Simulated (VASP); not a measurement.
A run of VASP 6.6.1:

The input INCAR:

```
SYSTEM = BiTe
PREC = Accurate
ENCUT = 520
EDIFF = 1E-6
ISMEAR = 0
SIGMA = 0.02
LREAL = .FALSE.
LASPH = .TRUE.
NELM = 100
ALGO = Normal
ISIF = 2
LWAVE = .FALSE.
LCHARG = .FALSE.
GGA = PE
NBANDS = 18
```

KPOINTS

```
Automatic mesh
0
G
  11 11 11
  0 0 0
```

The input POSCAR:

```
BiTe
1.0
    0.0000000000      3.1689610617      3.1689610617
    3.1689610617      0.0000000000      3.1689610617
    3.1689610617      3.1689610617      0.0000000000
Bi Te
1 1
Direct
    0.0000000000      0.0000000000      0.0000000000
    0.5000000000      0.5000000000      0.5000000000
```

Potentials or basis: VASP PAW PBE potentials, release 64 (Bi_d, Te).

Run with:

```console
$ cat potpaw_PBE.64/Bi_d/POTCAR potpaw_PBE.64/Te/POTCAR > POTCAR
$ mpirun -np 1 vasp_std > vasp.out
```

Hardware: 1 thread of AMD EPYC 9R45 (Zen 5), with other jobs on the host.

Task: Estimate the wall time of this run.

Result: It took 39 s on 1 thread of AMD EPYC 9R45 (Zen 5), with other jobs on the host, peak memory 0.2 GiB. Counts: scf iterations 11, k points 56.
